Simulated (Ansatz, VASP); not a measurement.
# K3Na3Si10B2O26 in two plane-wave programs, part 2 of 2

One calculation is typed for both programs; each brings its own data sets. How far apart do they land? The structure shown is frame 107 of Ansatz's trajectory.

VASP 6.6.1 and Ansatz 0.2.0.

So far: Starting point; Ansatz: dynamics, revPBE.

## (3) VASP: single point, revPBE

Level of this step: revPBE; plane waves and PAW (Si, B, Na_pv, K_sv, O) (VASP).

The same cell, functional, mesh and smearing now go to VASP, with its own data sets.

Lines of VASP's logs that name or quote its potential files are left out, and so is its time.

Input file INCAR:

```
SYSTEM = K3Na3Si10B2O26
PREC = Accurate
ENCUT = 520
EDIFF = 1E-06
NELM = 120
ISMEAR = 0
SIGMA = 0.05
LREAL = Auto
ALGO = Normal
GGA = RE
NBANDS = 312
LORBIT = 11
LWAVE = .FALSE.
LCHARG = .FALSE.
ISIF = 2
LASPH = .TRUE.
GGA_COMPAT = .FALSE.
EFERMI = MIDGAP
NCORE = 2
```

Input file POSCAR:

```
K3Na3Si10B2O26
1.0
   10.9206300000      0.0000000000      0.0000000000
    0.0000000000     10.9206300000      0.0000000000
    0.0000000000      0.0000000000     10.9206300000
Si B Na K O
20 4 6 6 52
Direct
    0.9596699092      0.4480877019      0.4094452426
    0.4910430992      0.8211797305      0.8116106855
    0.0105003100      0.8930254024      0.4854481839
    0.5325883214      0.7281997467      0.3539997235
    0.5032310407      0.2212784427      0.5363609975
    0.9890912887      0.1390487545      0.0176638161
    0.0269947796      0.4099580336      0.9310543439
    0.7731605228      0.3340558191      0.6021630620
    0.2080649193      0.4990005155      0.7259013445
    0.8031679491      0.9438100183      0.6362545018
    0.5442817859      0.4290869666      0.0520299653
    0.7499017914      0.4924624312      0.8467734920
    0.8384497964      0.1663731854      0.7897346582
    0.2687390746      0.6354120596      0.3546040842
    0.7702028180      0.0202277707      0.1512275391
    0.7441878353      0.5592992346      0.2232471936
    0.3594206561      0.6126844330      0.9473446129
    0.8765336798      0.7614395873      0.0598958119
    0.6346703441      0.0005100438      0.4018357915
    0.1286189533      0.6342308090      0.0991060040
    0.4911987678      0.6440837204      0.5972823912
    0.1145263597      0.6713348955      0.5457194319
    0.7549747588      0.7686186603      0.8102371383
    0.3673231306      0.4504593599      0.5197868621
    0.6148729515      0.0603445039      0.8834929853
    0.8426620076      0.6983022042      0.5134593883
    0.9518681615      0.1167698201      0.3236626458
    0.5300060528      0.4061487295      0.7300769278
    0.5911105861      0.8345489225      0.1025673427
    0.6104501297      0.2372940023      0.2320562092
    0.2943603071      0.1265861035      0.8871099927
    0.3360245700      0.9109364570      0.5631176956
    0.0467555443      0.8243022610      0.8016662042
    0.2698562262      0.3666546710      0.2108211706
    0.0903336163      0.2303163828      0.5748294741
    0.2081290182      0.9296624828      0.2166541674
    0.0372505982      0.3338177376      0.3582943475
    0.5631085386      0.8766344066      0.3313453528
    0.7319541089      0.4238583305      0.7127061351
    0.4339859514      0.5305463146      0.0437428976
    0.9566572624      0.1144622609      0.8693637638
    0.8943440076      0.4667587859      0.8857089747
    0.7224308488      0.6366574090      0.8030946933
    0.8245861274      0.8764054821      0.1414387265
    0.3237175877      0.5267003827      0.8300620019
    0.8184509502      0.6358332807      0.1152222903
    0.0704721248      0.5167559014      0.0307766127
    0.6331502853      0.0327178926      0.0940696645
    0.2450316511      0.6824331563      0.0169678856
    0.4359821732      0.5348592526      0.5987108802
    0.7662744732      0.0403090298      0.7434461199
    0.8140006575      0.8075632999      0.6929178994
    0.4539573266      0.7277327407      0.9210091359
    0.6458235468      0.8312707234      0.8366824991
    0.5441352742      0.7018093279      0.4976544394
    0.9468592929      0.9868752993      0.5943887853
    0.4671800070      0.7360839072      0.6881196414
    0.6907934799      0.9461725194      0.5301434075
    0.6484516003      0.4602023876      0.1683785642
    0.2663765735      0.4004164595      0.6149645213
    0.0153745709      0.2928768762      0.0192085988
    0.8391182560      0.4124304184      0.5023428136
    0.1357430844      0.6110087055      0.6718660004
    0.1832952861      0.6134994043      0.2294647836
    0.8786397854      0.2358746702      0.6622786414
    0.4429323217      0.3476997206      0.4667496289
    0.8836852819      0.1098654565      0.1212750546
    0.8937762748      0.8448047411      0.3972847720
    0.1207897347      0.3980539584      0.8110795806
    0.3194046497      0.5002183940      0.4015152972
    0.7385929200      0.0624689235      0.3103392387
    0.3917173277      0.7073401443      0.2905326890
    0.0480100507      0.7809073286      0.5795544763
    0.4784705644      0.2998270246      0.0826509093
    0.4126318720      0.9423723723      0.8057410607
    0.8438798861      0.7864930869      0.9125206147
    0.1101767938      0.0712687821      0.0546854898
    0.1268791269      0.9712077050      0.4263398723
    0.6496694788      0.2655158173      0.5556639132
    0.0304194905      0.7510372570      0.0898025114
    0.2211502450      0.7032652878      0.4743132951
    0.5277442785      0.1136839175      0.4222375449
    0.8593918116      0.4962076364      0.2965121976
    0.0232221035      0.5648208940      0.4755952724
    0.6102853041      0.4556971530      0.9171815179
    0.6554017488      0.6652088753      0.2888386476
    0.4274570240      0.1991734909      0.6636888165
    0.7559911837      0.2340524310      0.8835296132
```

Input file KPOINTS:

```
Automatic mesh
0
Gamma
1 1 1
0 0 0
```

The projector-augmented-wave data sets are Si, B, Na_pv, K_sv and O (PBE family, release 64).

The run is started by

```console
$ mpirun -np 8 vasp_gam
```

Numbers of over 12 decimals in the logs are rounded to 6 here.

Log:

```text
[banner, memory and clock lines left out]
running    8 mpi-ranks, on    1 nodes
[...]
|                                                                             |
|               ----> ADVICE to this user running VASP <----                  |
|                                                                             |
|     You enforced a specific xc type in the INCAR file but a different       |
|     [... a line on the potential file left out ...]
|     I HOPE YOU KNOW WHAT YOU ARE DOING!                                     |
|                                                                             |

 LDA part: xc-table for (Slater+PW92), standard interpolation
 POSCAR, INCAR and KPOINTS ok, starting setup
[...]
entering main loop
       N       E                     dE             d eps       ncg     rms          rms(c)
DAV:   1     0.593743435824E+04    0.59374E+04   -0.27912E+05   624   0.166E+03
DAV:   2     0.820418555803E+02   -0.58554E+04   -0.55797E+04   752   0.449E+02
DAV:   3    -0.644535832944E+03   -0.72658E+03   -0.71629E+03   720   0.179E+02
DAV:   4    -0.683080913976E+03   -0.38545E+02   -0.38251E+02   784   0.444E+01
[...]
DAV:  18    -0.598713280449E+03    0.26035E-05   -0.21454E-05   760   0.105E-02    0.105E-02
DAV:  19    -0.598713282131E+03   -0.16818E-05   -0.14108E-05   672   0.102E-02    0.422E-03
DAV:  20    -0.598713282942E+03   -0.81083E-06   -0.51610E-06   680   0.718E-03
   1 F= -.59871328E+03 E0= -.59871328E+03  d E =0.000000E+00
```

Parts of OUTCAR (step 3):

```text
  Total      -20.9016991      6.5026486     -2.9728139     -5.0755143     -8.9584384     -8.1273346
  in kB      -25.7127836      7.9994069     -3.6570864     -6.2437795    -11.0204623     -9.9980578
  external PRESSURE =      -7.1234877 kB  Pullay stress =       0.0000000 kB

 POSITION                                       TOTAL-FORCE (eV/Angst)
 -----------------------------------------------------------------------------------
     10.48020      4.89340      4.47140        -1.305377     -0.141687     -1.186309
      5.36250      8.96780      8.86330         2.075321     -0.861749     -0.843754
      0.11467      9.75240      5.30140        -1.277012      1.079276     -2.528101
[...]
8.24480      8.39380      8.84830        -0.144862     -1.925815      0.431464
      4.01140      4.91930      5.67640        -0.703694     -2.194234     -0.581941
      6.71480      0.65900      9.64830        -0.296268      0.347883      0.124226
      9.20240      7.62590      5.60730        -0.360422     -1.088230      0.148056
     10.39500      1.27520      3.53460         0.528100      0.273443      0.400486
      5.78800      4.43540      7.97290        -0.891499     -0.696993      0.300227
      6.45530      9.11380      1.12010        -0.208619     -0.377832     -0.437252
      6.66650      2.59140      2.53420        -0.209966     -0.092514     -0.087864
      3.21460      1.38240      9.68780         0.143887      0.341723     -0.060241
      3.66960      9.94800      6.14960        -0.019059      0.559027      0.119735
[...]
-----------------------------------------------------------------------------------
    total drift:                               -0.022430      0.010328      0.027044

  FREE ENERGIE OF THE ION-ELECTRON SYSTEM (eV)
  ---------------------------------------------------
  free  energy   TOTEN  =      -598.7132829416 eV

  energy  without entropy=     -598.7132829416  energy(sigma->0) =     -598.71328294

[... 3 further parts left out ...]
[key lines of the parts left out:]
E-fermi :   3.2676
```

The run ends at a pressure of -0.71 GPa, with forces up to 4.7 eV/Å.

## (4) Differences

Known differences besides the potentials themselves: the data sets hold 512 valence electrons in Ansatz (on its default PAW (the set named soft_2) files) and 500 in VASP; the cutoff is 420 eV in Ansatz and 520 eV in VASP (PREC = Accurate, projectors in real space); Ansatz makes its cores anew for this functional, VASP keeps those of its PBE data sets. Total energies have different zeros and are not compared.

Forces on 10 of the 88 atoms, those with the largest forces and the largest differences (eV/Å; atoms numbered as in POSCAR):

```
atom          Ansatz x, y, z            VASP x, y, z
 Si1  -1.212, -0.188, -1.188  -1.305, -0.142, -1.186
 Si3   -1.292, 1.064, -2.577   -1.277, 1.079, -2.528
 Si5    -1.142, 1.435, 1.036    -1.085, 1.433, 0.950
 Si9   2.269, -4.046, -0.246   2.290, -4.096, -0.205
Si13   -0.300, -0.871, 1.106   -0.249, -0.945, 1.050
Si14   1.790, -2.718, -0.823   1.779, -2.723, -0.908
Si20   -1.673, 1.234, -3.205   -1.683, 1.243, -3.191
 B21    -1.457, 2.829, 1.006    -1.433, 2.838, 1.039
 O54    -3.023, 2.039, 0.208    -3.097, 2.046, 0.199
 O64    0.611, -0.228, 3.394    0.630, -0.202, 3.413
```

The forces differ by 27 meV/Å r.m.s., which is 2.7 % of the r.m.s. force of 1.010 eV/Å (both taken over all components).

## (5) What came out

```yaml
r_m_s_force_difference_single_point_revpbe: 2.7 % of the r.m.s. force
```

The r.m.s. force difference is 2.7 % of the r.m.s. force (single point, revPBE), within the 3 % picked in this series as the mark of a large difference. The data sets hold unlike numbers of valence electrons (512 in Ansatz and 500 in VASP), so part of the differences comes from the potentials. 2 further runs of this series are not shown here. Such differences can come from data sets, numerical settings and the points named under the comparisons, not from the functional's error against experiment.

[Lines on the potential files, build, host, timing and source positions are cut from VASP's logs without a mark.]

[Logs are printed without paths, hosts, clocks, repeated set-up lines and the standing remarks that a program may print on its own settings, such as how far it seeks lower states.]

[Hosts, paths, dates, database ids (printed as entryN), source tags and the programs' standing remarks are cut or masked in the printed files.]
